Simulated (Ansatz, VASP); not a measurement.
# Cross-check of LiY between VASP and Ansatz, part 2 of 2

Wanted: the spread between two codes on one cell, functional and k mesh. The cell is generated by rule, not measured, and may not be a known phase. Of the first pair: The cell is taken from a series of runs on this material, whose earlier steps may have relaxed, scaled, displaced or heated it; both programs get it as it stands.

VASP 6.6.1 and Ansatz 0.2.0.

So far: Set-up; VASP: relaxation of cell and atoms, PBEsol, pair 1; Ansatz: relaxation of cell and atoms, PBEsol, pair 1; Side by side.

## 5. VASP: relaxation of cell and atoms, PBEsol, pair 2

Level of this step: PBEsol; plane waves and PAW (Y_sv, Li_sv); invented cell (VASP).

The relaxed volume is the usual yardstick between codes: in a stiff, nearly cubic crystal its relative difference is about their pressure difference at one cell divided by the bulk modulus. Its start cell is another than that of the pair before, and may be another structure of the material.

INCAR reads:

```
SYSTEM = LiY
PREC = Accurate
ENCUT = 750
EDIFF = 1E-07
NELM = 120
ISMEAR = 0
SIGMA = 0.1
LREAL = .FALSE.
ALGO = Normal
GGA = PS
NBANDS = 13
LASPH = .TRUE.
LORBIT = 11
LWAVE = .FALSE.
LCHARG = .FALSE.
ISIF = 3
IBRION = 2
NSW = 80
EDIFFG = -0.005
GGA_COMPAT = .FALSE.
NELMIN = 4
KPAR = 2
```

POSCAR reads:

```
LiY
1.0
    3.6766108054      0.0000000000      0.0000000000
    0.0000000000      3.6766108054      0.0000000000
    0.0000000000      0.0000000000      3.6766108054
Y Li
1 1
Direct
    0.5000000000      0.5000000000      0.5000000000
    0.0000000000      0.0000000000      0.0000000000
```

KPOINTS reads:

```
Automatic mesh
0
Gamma
10 10 10
0 0 0
```

PAW data sets: Y_sv and Li_sv (PBE family, release 64).

Run with:

```bash
$ mpirun -np 2 vasp_std
```

Numbers of over 12 decimals in the logs are rounded to 6 here.

Log:

```text
[banner, memory and clock lines left out]
running    2 mpi-ranks, on    1 nodes
[...]
[... a notice as in an earlier step ...]

 LDA part: xc-table for (Slater+PW92), standard interpolation
 POSCAR, INCAR and KPOINTS ok, starting setup
[...]
entering main loop
       N       E                     dE             d eps       ncg     rms          rms(c)
DAV:   1     0.488559389460E+02    0.48856E+02   -0.75198E+03  1456   0.130E+03
DAV:   2    -0.538526380756E+01   -0.54241E+02   -0.52701E+02  1869   0.237E+02
DAV:   3    -0.899801506822E+01   -0.36128E+01   -0.35575E+01  2355   0.401E+01
DAV:   4    -0.917964684588E+01   -0.18163E+00   -0.18128E+00  1872   0.837E+00
[...]
DAV:  12    -0.848396813505E+01   -0.18049E-06   -0.26982E-05  1877   0.440E-02    0.985E-03
DAV:  13    -0.848396798285E+01    0.15219E-06   -0.28200E-06  1839   0.132E-02    0.668E-03
DAV:  14    -0.848396791259E+01    0.70262E-07   -0.82257E-08  1472   0.225E-03
   1 F= -.84839679E+01 E0= -.84761180E+01  d E =-.848397E+01
[...]
N       E                     dE             d eps       ncg     rms          rms(c)
DAV:   1    -0.848406755359E+01   -0.99571E-04   -0.15461E-03  2269   0.259E-01    0.665E-02
DAV:   2    -0.848398436763E+01    0.83186E-04   -0.16650E-04  2254   0.852E-02    0.257E-02
DAV:   3    -0.848397478219E+01    0.95854E-05   -0.83942E-05  2246   0.443E-02    0.154E-02
DAV:   4    -0.848397738358E+01   -0.26014E-05   -0.34255E-06  1967   0.133E-02    0.524E-03
DAV:   5    -0.848397832897E+01   -0.94539E-06   -0.33885E-06  2284   0.675E-03    0.379E-03
DAV:   6    -0.848397824872E+01    0.80256E-07   -0.27684E-07  1783   0.444E-03
   2 F= -.84839782E+01 E0= -.84761309E+01  d E =-.103361E-04
 trial-energy change:   -0.000010  1 .order   -0.000003   -0.000011    0.000005
 step:   0.9067(harm=  0.6744)  dis= 0.00000  next Energy=    -8.483978 (dE=-0.106E-04)
 reached required accuracy - stopping structural energy minimisation
```

From OUTCAR (step 5):

```text
  Total       -0.0059587     -0.0059587     -0.0059587     -0.0000000      0.0000000      0.0000000
  in kB       -0.1919260     -0.1919260     -0.1919260     -0.0000000      0.0000000      0.0000000
  external PRESSURE =      -0.1919260 kB  Pullay stress =       0.0000000 kB

 POSITION                                       TOTAL-FORCE (eV/Angst)
 -----------------------------------------------------------------------------------
      1.83885      1.83885      1.83885         0.000000      0.000000      0.000000
      0.00000      0.00000      0.00000        -0.000000     -0.000000      0.000000
 -----------------------------------------------------------------------------------
    total drift:                                0.000000      0.000000      0.000000

  FREE ENERGIE OF THE ION-ELECTRON SYSTEM (eV)
  ---------------------------------------------------
  free  energy   TOTEN  =        -8.4839782487 eV

  energy  without entropy=       -8.4682836424  energy(sigma->0) =       -8.47613095

[... 2 parts as in an earlier step ...]

[... 2 further parts left out ...]
[key lines of the parts left out:]
E-fermi :   2.2419
```

## 6. Ansatz: relaxation of cell and atoms, PBEsol, pair 2

Its own start cell and the same functional, mesh and smearing now go to Ansatz, which takes its cutoff from its data sets.

The two relaxations start from unlike cells of this crystal, so only their ends are compared.

input.yaml reads:

```yaml
crystal:
  lattice:
    - [3.5208, 0.0, 0.0]
    - [0.0, 3.5208, 0.0]
    - [0.0, 0.0, 3.5208]
  atoms:
    - { symbol: "Y", position: [0.5, 0.5, 0.5] }
    - { symbol: Li, position: [0.0, 0.0, 0.0] }
kpoints:
  mp_grid: { grid: [10, 10, 10] }
hamiltonian:
  xc: pbesol
  pseudopotentials: { kind: nc, accuracy: standard }
scf:
  occupations: { method: gaussian, width: 0.1 }
output:
  forces: true
  stress: true
  eigenvalues: true
  write_density: true
  write_potential: true
  elf: true
  volumetric_format: npy
relax:
  adjacent_minimum: "off"
  f_tol: 0.005
  max_steps: 80
  cell: { stress_tol: 0.05 }
```

Run with:

```bash
$ ansatz run input.yaml --threads 4 --pin off --max-ram 7168MiB --backend cpu --events-out ev --progress --plain --runs-dir out
```

Log:

```text
[...]
Crystal: 2 atoms, lattice volume = 43.644 Å³
Basis set: ecut = 1006.821291 eV, 3119 PW (Γ), exchange–correlation on 80×80×80 points (8 copies of the dense FFT grid, shifted against one another)
Bands: 11, of which v1, the nominal top of the filled ones, is band 7 counted from 1 (6 counted from 0)
Symmetry: 48 space group operations
[...]
k-points: 56 of 1000
[...]
k-point 55: bands = [... 3 lower, -16.3396, -16.3396, 5.7309, 5.7309, 5.7309, 11.1897, 11.1897, 11.1897]
--- Relaxed structure (4 steps of the walk, 4 accepted, 2 SCFs on fresh bases) ---
[...]
cell:  # Å, volume = 49.9655 Å³
    - [3.683185, 0, 0]
    - [0, 3.683185, 0.0]
    - [0, 0.0, 3.683185]
  atoms:
    - { symbol: Y, position: [0.5, 0.5, 0.5] }
    - { symbol: Li, position: [0, 0, 0] }
[key lines of the parts left out:]
SCF converged after 4 iterations
Free energy (F): -1304.103637 eV
Fermi energy:    6.641173 eV
P = ⅓ Tr σ = 0.0041 GPa (0.041 kbar)
```

## 7. Side by side

The two programs side by side:

```csv
quantity,Ansatz,VASP,difference
volume (Å³),49.97,49.74,+0.45 %
"edge a after relaxation, in the typed setting (Å)",3.683,3.678,+0.15 %
```

## 8. VASP: zone-centre phonons, PBEsol

Second derivatives magnify differences that forces hide, and they need a tight electronic threshold.

INCAR reads:

```
SYSTEM = LiY
PREC = Accurate
ENCUT = 750
EDIFF = 1E-08
NELM = 120
ISMEAR = 1
SIGMA = 0.15
LREAL = .FALSE.
ALGO = Normal
GGA = PS
NBANDS = 13
LASPH = .TRUE.
LORBIT = 11
LWAVE = .FALSE.
LCHARG = .FALSE.
ISIF = 2
IBRION = 8
GGA_COMPAT = .FALSE.
KPAR = 2
```

POSCAR reads:

```
LiY
1.0
    3.6831851504      0.0000000000      0.0000000000
    0.0000000000      3.6831851504      0.0000000000
    0.0000000000      0.0000000000      3.6831851504
Y Li
1 1
Direct
    0.5000000000      0.5000000000      0.5000000000
    0.0000000000      0.0000000000      0.0000000000
```

KPOINTS is that of step 5.

Run with:

```bash
$ mpirun -np 2 vasp_std
```

Log:

```text
[... set-up lines as in an earlier step ...]
 entering main loop
       N       E                     dE             d eps       ncg     rms          rms(c)
DAV:   1     0.499640253722E+02    0.49964E+02   -0.76105E+03  1456   0.130E+03
DAV:   2    -0.492766690515E+01   -0.54892E+02   -0.53010E+02  1821   0.239E+02
DAV:   3    -0.901219553195E+01   -0.40845E+01   -0.40374E+01  2408   0.422E+01
DAV:   4    -0.917734874687E+01   -0.16515E+00   -0.16503E+00  1855   0.863E+00
[...]
DAV:  16    -0.847717466732E+01   -0.28787E-07   -0.92513E-09  1394   0.911E-04    0.432E-04
DAV:  17    -0.847717467810E+01   -0.10779E-07   -0.88261E-10  1013   0.270E-04    0.261E-04
DAV:  18    -0.847717467197E+01    0.61286E-08   -0.38502E-10   908   0.166E-04
   1 F= -.84771747E+01 E0= -.84759535E+01  d E =-.366360E-02
 Linear response reoptimize wavefunctions to high precision
DAV:   1    -0.847717467151E+01    0.45520E-09   -0.13749E-10  1103   0.924E-05
DAV:   2    -0.847717467154E+01   -0.25693E-10   -0.53077E-11   918   0.492E-05
 Linear response DOF=           2
 Linear response progress:
[...]
RMM:  20    -0.271861175593E+00    0.92790E-08   -0.21164E-06  7800   0.348E-04    0.135E-04
RMM:  21    -0.271861173291E+00    0.23021E-08   -0.19275E-06  7525   0.298E-04    0.145E-04
RMM:  22    -0.271861278146E+00   -0.10485E-06   -0.16164E-06  7378   0.262E-04    0.135E-04
 first order change of Fermi-energy  -0.28588E-03
 force on displaced ion       1 direction 1 :  -2.590   0.000  -0.000
 Linear response progress:
  Degree of freedom:   2/  2
       N       E                     dE             d eps       ncg     rms          rms(c)
RMM:   1    -0.185093390674E+00   -0.18509E+00    0.30512E+00  4580   0.139E+01
RMM:   2    -0.191592981361E+00   -0.64996E-02   -0.26145E-02  6255   0.895E-01    0.506E-02
RMM:   3    -0.192014170055E+00   -0.42119E-03   -0.44768E-03  6776   0.327E-01    0.252E-02
RMM:   4    -0.192074311259E+00   -0.60141E-04   -0.62853E-04  7410   0.110E-01    0.121E-02
[...]
RMM:  19    -0.192195762418E+00   -0.15401E-06   -0.18290E-05  6302   0.336E-03    0.194E-04
RMM:  20    -0.192195915940E+00   -0.15352E-06   -0.17197E-05  6206   0.316E-03    0.214E-04
RMM:  21    -0.192196148155E+00   -0.23222E-06   -0.15905E-05  6492   0.295E-03    0.216E-04
 first order change of Fermi-energy   0.31596E-04
 force on displaced ion       2 direction 1 :  -2.594   0.000   0.000
 Linear response finished
```

From OUTCAR (step 8):

```text
  Total       -0.0399568     -0.0399568     -0.0399568      0.0000000     -0.0000000      0.0000000
  in kB       -1.2812419     -1.2812419     -1.2812419      0.0000000     -0.0000000      0.0000000
  external PRESSURE =      -1.2812419 kB  Pullay stress =       0.0000000 kB

 POSITION                                       TOTAL-FORCE (eV/Angst)
 -----------------------------------------------------------------------------------
      1.84159      1.84159      1.84159         0.000000      0.000000      0.000000
      0.00000      0.00000      0.00000         0.000000      0.000000      0.000000
 -----------------------------------------------------------------------------------
    total drift:                                0.000000      0.000000      0.000000

[... 1 part as in an earlier step ...]

[... 1 further part left out ...]
```

## 9. Ansatz: zone-centre phonons, PBEsol

The same cell, functional, mesh and smearing now go to Ansatz, which takes its cutoff from its data sets.

The cell is taken from a series of runs on this material, whose earlier steps may have relaxed, scaled, displaced or heated it; both programs get it as it stands.

input.yaml, the sections that differ from step 6:

```yaml
crystal:
  lattice:
    - [3.6831851504, 0.0, 0.0]
    - [0.0, 3.6831851504, 0.0]
    - [0.0, 0.0, 3.6831851504]
  atoms:
    - { symbol: "Y", position: [0.5, 0.5, 0.5] }
    - { symbol: Li, position: [0.0, 0.0, 0.0] }
scf:
  occupations: { method: methfessel_paxton, width: 0.15 }
output:
  eigenvalues: true
phonons:
  method: dfpt
# kpoints, hamiltonian: as in step 6
# relax: removed
```

Run with:

```bash
$ ansatz run input.yaml --threads 4 --pin off --max-ram 7168MiB --backend cpu --events-out ev --progress --plain --runs-dir out
```

Log:

```text
[...]
Crystal: 2 atoms, lattice volume = 49.966 Å³
Basis set: ecut = 1006.821291 eV, 3695 PW (Γ), exchange–correlation on 80×80×80 points (8 copies of the dense FFT grid, shifted against one another)
Bands: 11, of which v1, the nominal top of the filled ones, is band 7 counted from 1 (6 counted from 0)
Symmetry: 48 space group operations
k-points: 126 of 1000 (irreducible under 8 space group operations, time reversal used)
[...]
k mesh reduced under 8 symmetry operations, with k and −k counted as one. Each operation leaves every solved perturbation unchanged. A smaller set is not used because it would not reduce the number of displacements times k-points to solve
  ASR residual: 1.861e-5 → 0.000e0 eV/Å²; symmetrization residual: 2.928e-6 eV/Å²
  ASR residual per site (eV/Å²): 1.86e-5 2.07e-6
  Γ frequencies (cm⁻¹): 0.00 0.00 0.00 330.92 330.92 330.92
  non-analytic LO–TO correction: not included (Born effective charges unavailable; polar crystals: no LO–TO splitting at Γ)
[key lines of the parts left out:]
SCF converged after 9 iterations
Free energy (F): -1304.096788 eV
Fermi energy:    6.642573 eV
```

## 10. Side by side

Compared:

```
                  quantity  Ansatz   VASP  difference
optical mode 1 to 3 (cm⁻¹)   330.9  329.5     +0.44 %
```

Modes are paired by rising frequency, not by their patterns, so a pair may set unlike modes beside each other; they are those without the splitting of longitudinal modes.

## 11. What came out

```
difference in volume (relaxation of cell and atoms, PBEsol, pair 1)                                                  : 0.30 %
difference in volume (relaxation of cell and atoms, PBEsol, pair 2)                                                  : 0.45 %
r.m.s. difference of the optical zone-centre modes, each program's sorted by frequency (zone-centre phonons, PBEsol) : 1.5 cm⁻¹
```

In words: The difference in volume is 0.45 % (relaxation of cell and atoms, PBEsol, pair 2), within the 1.2 % picked in this series as the mark of a large difference, as far as the stopping tolerances let one tell. 3 further runs of this series are not shown here. How closely two codes agree says nothing of how well the functional describes the real material.

[Lines on the potential files, build, host, timing and source positions are cut from VASP's logs without a mark.]

[Logs are printed without paths, hosts, clocks, repeated set-up lines and the standing remarks that a program may print on its own settings, such as how far it seeks lower states.]

[Hosts, paths, dates, database ids (printed as entryN), source tags and the programs' standing remarks are cut or masked in the printed files.]
